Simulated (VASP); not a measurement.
# B₂SiH₃OF: harmonic vibrations of a molecule

B₂SiH₃OF, molecule in box, 8 atoms in the cell. PBE, harmonic vibrations; PAW potentials F, B, O, Si, H (PBE set).

## Input

INCAR.step1:
```
SYSTEM = SiB2H3OF
  ALGO = Normal
  EDIFF = 1E-8
  EDIFFG = -0.002
  ENCUT = 400
  IBRION = 2
  ISIF = 2
  ISMEAR = 0
  ISYM = 0
  LASPH = .TRUE.
  LCHARG = .FALSE.
  LREAL = .FALSE.
  LWAVE = .FALSE.
  NELM = 100
  NSW = 60
  POTIM = 0.5
  PREC = Accurate
  SIGMA = 0.01
```

INCAR.step2, as INCAR.step1 but for:
```
- EDIFFG = -0.002
- IBRION = 2
- ISIF = 2
- NSW = 60
- POTIM = 0.5
+ IBRION = 5
+ NFREE = 2
+ NSW = 1
+ POTIM = 0.015
```

KPOINTS:
```
k-points
0
Gamma
  1 1 1
```

POSCAR.step1:
```
SiB2H3OF
1.0
   13.0000000000      0.0000000000      0.0000000000
    0.0000000000     13.0000000000      0.0000000000
    0.0000000000      0.0000000000     13.0000000000
F B O Si H
1 2 1 1 3
Direct
    0.4566000000      0.4277384600      0.6545461500
    0.4877846200      0.4696538500      0.5687230800
    0.5706923100      0.5664307700      0.5263076900
    0.5549846200      0.5568769200      0.4228923100
    0.4669846200      0.4584384600      0.4135461500
    0.6290538500      0.6296153800      0.5592538500
    0.3729461500      0.4964461500      0.3603692300
    0.5113615400      0.3736153800      0.3506846200
```

Commands (each step's output is kept before the next begins):
```
cat potpaw_PBE.64/F/POTCAR potpaw_PBE.64/B/POTCAR potpaw_PBE.64/O/POTCAR potpaw_PBE.64/Si/POTCAR potpaw_PBE.64/H/POTCAR > POTCAR
cp INCAR.step1 INCAR
cp POSCAR.step1 POSCAR
mpirun -np 8 vasp_gam > vasp.out
cp CONTCAR POSCAR
cp INCAR.step2 INCAR
mpirun -np 8 vasp_gam > vasp.out
```

## Result

- Vibrations (cm⁻¹; a negative value is imaginary): 2558, 2154, 2142, 1343, 1213, 1030, 933, 818, 788, 748, 679, 664, 509, 504, 453, 281, 275, 98
- Zero-point energy (eV): 1.066
- Translations and rotations, which should read zero (cm⁻¹): -28, -19, -10, 4, 6, 12
- Vibrational entropy at 298 K (meV/K): 0.446
- Displaced cells: 48
- Ionic steps, all stages: 78
- Electronic steps, all stages: 1318

VASP 6.6.1 took 1328 s on 8 cores (Intel Xeon Platinum 8488C (Sapphire Rapids)), a shared host.
